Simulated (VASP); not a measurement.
Consider the following.

```xyz
17
Lattice="5.6675 0.0000 0.0000 2.8337 4.0075 0.0000 0.0000 0.0000 19.8343" Properties=species:S:1:pos:R:3 pbc="T T T"
Fe     5.6675     2.0038     6.9115
Fe     2.8337     2.0038     6.9115
Fe     4.2506     0.0000     6.9170
Fe     1.4169     0.0000     6.9160
Fe     5.6658     0.0000     8.8998
Fe     2.8354     0.0000     8.8998
Fe     7.0843     2.0052     8.9083
Fe     4.2506     2.0023     8.9083
Fe     5.6675     2.0038    10.9324
Fe     2.8337     2.0038    10.9324
Fe     4.2506     0.0000    10.9258
Fe     1.4169     0.0000    10.9243
Fe     0.0569     0.0000    13.0333
Fe     2.7768     0.0000    13.0333
Fe     1.4169     1.9779    12.9637
Fe     4.2506     2.0296    12.9637
C      1.4169     0.0000    14.1566
```
Starting moments (μB, in the order of the record's atoms Fe Fe Fe Fe Fe Fe Fe Fe Fe Fe Fe Fe Fe Fe Fe Fe C): 2.5 2.5 2.5 2.5 2.5 2.5 2.5 2.5 2.5 2.5 2.5 2.5 2.5 2.5 2.5 2.5 0.0.

Method: PBE GGA, VASP's PBE PAW potentials (set 64) (plane waves; VASP). Run with PREC = Normal, EDIFF = 1E-5, 400 eV cut-off, 6×7×1 Γ-centred mesh, first-order Methfessel-Paxton smearing of 0.10 eV, potentials Fe C.

At this cut-off the stress carries a Pulay error, which pulls relaxed volumes low.

The ions are relaxed. Predict the relaxed structure.

```xyz
17
Lattice="5.6675 0.0000 0.0000 2.8337 4.0075 0.0000 0.0000 0.0000 19.8343" Properties=species:S:1:pos:R:3 pbc="T T T"
Fe     5.6675     2.0038     6.9524
Fe     2.8337     2.0038     6.9524
Fe     4.2506     0.0000     6.9483
Fe     1.4169     0.0000     6.9319
Fe     0.0141     0.0000     8.9431
Fe     2.8196     0.0000     8.9431
Fe     7.0843     2.0052     8.9573
Fe     4.2506     2.0023     8.9573
Fe     5.6675     2.0038    11.0109
Fe     2.8337     2.0038    11.0109
Fe     4.2506     0.0000    10.9205
Fe     1.4169     0.0000    11.0155
Fe     5.4122     0.0000    12.9643
Fe     3.0890     0.0000    12.9643
Fe     1.4169     1.8726    13.0342
Fe     4.2506     2.1349    13.0342
C      1.4169     0.0000    13.5971
``` The cell ends with 38.15 μB, on the sites 2.60 2.60 2.59 2.61 2.37 2.37 2.41 2.41 2.44 2.44 2.21 2.50 1.82 1.82 2.39 2.39 -0.17 μB.

How much energy does the relaxation gain?

The energy (σ→0) changes by -43.6 meV/atom, in 21 ionic steps.

```csv
step,E(σ→0) (eV),max force (eV/Å),pressure (GPa),volume (Å³)
1,-133.3674,1.550,-1.49,450.48
2,-133.5584,1.661,-1.99,450.48
3,-133.5817,2.069,-2.13,450.48
4,-133.7264,1.518,-1.98,450.48
5,-133.9224,0.769,-1.32,450.48
6,-133.9369,0.937,-1.12,450.48
7,-133.9401,1.137,-0.93,450.48
8,-134.0339,0.412,-0.74,450.48
9,-134.0491,0.450,-0.60,450.48
10,-134.0709,0.542,-0.57,450.48
11,-134.0723,0.326,-0.58,450.48
12,-134.0934,0.189,-0.34,450.48
13,-134.0961,0.209,-0.23,450.48
14,-134.0961,0.222,-0.21,450.48
15,-134.1049,0.087,-0.11,450.48
16,-134.1056,0.095,-0.07,450.48
17,-134.1065,0.100,-0.05,450.48
18,-134.1065,0.175,0.05,450.48
19,-134.1074,0.045,-0.01,450.48
20,-134.1074,0.062,0.00,450.48
21,-134.1078,0.027,0.03,450.48
```

The cell is a thin slab with vacuum, built from Fe (bcc): (110) face, C adsorbed.
